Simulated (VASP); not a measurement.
Computed with r2SCAN meta-GGA, VASP's PBE PAW potentials (set 64) (plane waves; VASP 6.6.1).

Gaps are without spin-orbit coupling.

**Question.** Order these relaxed crystals by band gap, smallest first: Se, R-3 (148); Cd4TeSe3, Pmm2 (25); BaZrO3, Pm-3m (221); CsCaF3, Pm-3m (221).

**Answer.** Cd4TeSe3, Pmm2 (25) (0.85 eV), Se, R-3 (148) (1.75 eV), BaZrO3, Pm-3m (221) (3.66 eV), CsCaF3, Pm-3m (221) (7.99 eV)
